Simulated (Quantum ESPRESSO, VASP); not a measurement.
Input for VASP

KPOINTS:
```
Automatic mesh
0
Gamma
18 18 18
0 0 0
```

INCAR:
```
LMAXMIX  =  4   # l cut-off of mixed one-centre charges
ISIF  =  3
ISMEAR  =  0   # Gaussian
PREC  =  Accurate
ENCUT  =  400   # plane-wave cut-off (eV)
GGA  =  PE   # PBE
LCHARG  =  .False.
ALGO  =  Normal   # blocked Davidson
NSW  =  50
LREAL  =  .False.
LWAVE  =  .False.
EDIFFG  =  -0.01   # ionic stop
LASPH  =  .True.   # aspherical one-centre terms
SIGMA  =  0.1
EDIFF  =  1E-6   # SCF stop (eV)
SYSTEM  =  VN
IBRION  =  2   # conjugate gradients
NELM  =  100   # most electronic steps
```

POSCAR:
```
VN
2.9274220
  0.0000000000   0.7071067991   0.7071067991
  0.7071067991   0.0000000000   0.7071067991
  0.7071067991   0.7071067991   0.0000000000
V N
1 1
Cart
  0.0000000000   0.0000000000   0.0000000000
  0.7071067991   0.7071067991   0.7071067991
```

POTCAR, in this order: V_sv N (PBE.64 set). Program: vasp_std.

Question: Translate it to Quantum ESPRESSO.

Answer: One input that does it (PBE, GBRV 1.5 ultrasoft (PBE) pseudopotentials):
```
&control
   calculation = 'vc-relax',
   prefix = 'vn',
   outdir = './work',
   pseudo_dir = './',
/
&system
   ibrav = 2,
   A = 4.140000000,
   nat = 2,
   ntyp = 2,
   ecutwfc = 50,
   ecutrho = 400,
   occupations = 'smearing',
   smearing = 'gauss',
   degauss = 0.0073499,
/
&electrons
   conv_thr = 1.0d-10,
   mixing_beta = 0.3,
/
&ions
/
&cell
/
ATOMIC_SPECIES
V     50.9415  v_pbe_v1.4.uspp.F.UPF
N     14.0070  n_pbe_v1.2.uspp.F.UPF
ATOMIC_POSITIONS crystal
V     0.000000000    0.000000000    0.000000000
N     0.500000000    0.500000000    0.500000000
K_POINTS automatic
18 18 18  0 0 0
```
Both inputs were run and reached self-consistency, which says nothing on mesh or cut-off. Potentials, basis and cut-offs are each code's own, so they don't translate, and total energies aren't comparable.

The structure is a typed VN crystal (Fm-3m).
